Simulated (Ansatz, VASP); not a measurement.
Ga3AsN2: VASP beside Ansatz

The input INCAR:

```
SYSTEM = Ga3AsN2
PREC = Accurate
ENCUT = 520
EDIFF = 1E-7
ISMEAR = 0
SIGMA = 0.1
LREAL = .FALSE.
LASPH = .TRUE.
NELM = 100
ALGO = Normal
ISIF = 2
LWAVE = .FALSE.
LCHARG = .TRUE.
GGA = PE
LELF = .TRUE.
LVHAR = .TRUE.
NBANDS = 36
```

Contents of KPOINTS:

```
Automatic mesh
0
G
  6 6 6
  0 0 0
```

Contents of POSCAR:

```
Ga3AsN2
1.0
   -1.8067373500      1.8067373500      7.6653373800
    1.8067373500     -1.8067373500      7.6653373800
    1.8067373500      1.8067373500     -7.6653373800
Ga As N
3 1 2
Direct
    0.0000000000      0.0000000000      0.0000000000
    0.6666666700      0.6666666700      0.0000000000
    0.3333333300      0.3333333300      0.0000000000
    0.2500000000      0.7500000000      0.5000000000
    0.5833333300      0.0833333300      0.5000000000
    0.9166666700      0.4166666700      0.5000000000
```

Input for Ansatz:

```yaml
crystal:
  lattice:
    - [-1.80673735, 1.80673735, 7.66533738]
    - [1.80673735, -1.80673735, 7.66533738]
    - [1.80673735, 1.80673735, -7.66533738]
  atoms:
    - { symbol: Ga, position: [0.0, 0.0, 0.0] }
    - { symbol: Ga, position: [0.66666667, 0.66666667, 0.0] }
    - { symbol: Ga, position: [0.33333333, 0.33333333, 0.0] }
    - { symbol: As, position: [0.25, 0.75, 0.5] }
    - { symbol: "N", position: [0.58333333, 0.08333333, 0.5] }
    - { symbol: "N", position: [0.91666667, 0.41666667, 0.5] }
basis:
  ecutwfc: 420
kpoints:
  mp_grid: { grid: [6, 6, 6] }
hamiltonian:
  xc: pbe
scf:
  occupations: { method: gaussian, width: 0.1 }
  lower_state_search: "off"
output:
  forces: true
  stress: true
  eigenvalues: true
```

Alike in both runs: task single point; functional PBE; k mesh 6 × 6 × 6; occupations gaussian, width 0.1 eV; no spin polarisation.

|  | VASP | Ansatz |
| --- | --- | --- |
| version | VASP 6.6.1 | Ansatz 0.2.0 |
| potentials or method | VASP PAW PBE potentials, release 64 (Ga_d, As, N) | scalar-relativistic, plane waves, PAW |
| plane-wave cutoff (eV) | 520 | 420 |
| valence electrons in the cell | 54 | 64 |

```csv
,VASP,Ansatz,Ansatz less VASP
gap on the k mesh at the Fermi level (eV),0.30,0.30,-0.005
least direct gap on the mesh (eV),0.30,0.30,-0.005
pressure (GPa),-2.3,-2.6,-0.30
largest component of the traceless stress (GPa),1.55,1.53,-0.022
rms of the force components (eV/Å),1.687,1.679,-0.0078
```

Atom by atom the forces differ by 0.008 eV/Å (rms over components). The two sets of potentials don't hold the same shells in valence.

Caveats: forces of over 1 eV/Å show positions far from the minimum, so gaps and moduli don't describe the material at rest.
